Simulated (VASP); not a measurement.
An input for Quantum ESPRESSO's pw.x (written as the equivalent of a VASP run, and not itself run):

```
&CONTROL
  calculation = 'vc-relax'
  pseudo_dir = './pseudo'
  outdir = './out'
  tprnfor = .true.
  tstress = .true.
  nstep = 40
  forc_conv_thr = 0.00039
/
&SYSTEM
  ibrav = 0
  nat = 2
  ntyp = 1
  ecutwfc = 66
  occupations = 'smearing'
  smearing = 'methfessel-paxton'
  degauss = 0.00735
  input_dft = 'pbe'
/
&ELECTRONS
  conv_thr = 7.3e-09
  electron_maxstep = 100
/
&IONS
/
&CELL
  press = 50
/
ATOMIC_SPECIES
  Zr 91.224 Zr.upf
CELL_PARAMETERS angstrom
     1.5909627   -2.7556281    0.0000000
     1.5909627    2.7556281   -0.0000000
    -0.0000000   -0.0000000    5.0789752
ATOMIC_POSITIONS crystal
  Zr   0.3333330  0.6666670  0.2500000
  Zr   0.6666670  0.3333330  0.7500000
K_POINTS automatic
  12 12 8 0 0 0
```

Task: Write the VASP files for the same calculation (PBE).

Result: One answer among several that fit: 
INCAR:
```
ALGO  =  Normal
EDIFF  =  1E-7
EDIFFG  =  -0.01
ENCUT  =  480
GGA  =  PE
IBRION  =  2
ISIF  =  3
ISMEAR  =  1
LASPH  =  T
LCHARG  =  F
LMAXMIX  =  4
LREAL  =  F
LWAVE  =  F
NELM  =  100
NSW  =  40
PREC  =  Accurate
PSTRESS  =  50
SIGMA  =  0.1
SYSTEM  =  Zr
```

POSCAR:
```
Zr
1.0
  1.5909626545  -2.7556280908   0.0000000000
  1.5909626545   2.7556280908   0.0000000000
  0.0000000000   0.0000000000   5.0789751560
Zr
2
Cart
  1.5909626545   0.9185445340   1.2697437890
  1.5909626545  -0.9185445340   3.8092313670
```

KPOINTS:
```
Automatic mesh
0
Gamma
12 12 8
0 0 0
```

POTCAR, in this order: Zr_sv (PBE.64 set). Program: vasp_std.

What does not carry over: the potentials are each code's own (VASP's PAW set, PseudoDojo norm-conserving files in pw.x), so ENCUT and ecutwfc are chosen apart and not converted; conv_thr bounds pw.x's estimated SCF error, while EDIFF bounds the energy change between steps; forc_conv_thr acts on force components and is met together with etot_conv_thr.

The compound is Zr in the hcp structure. It was relaxed first under an external pressure of 5 GPa.
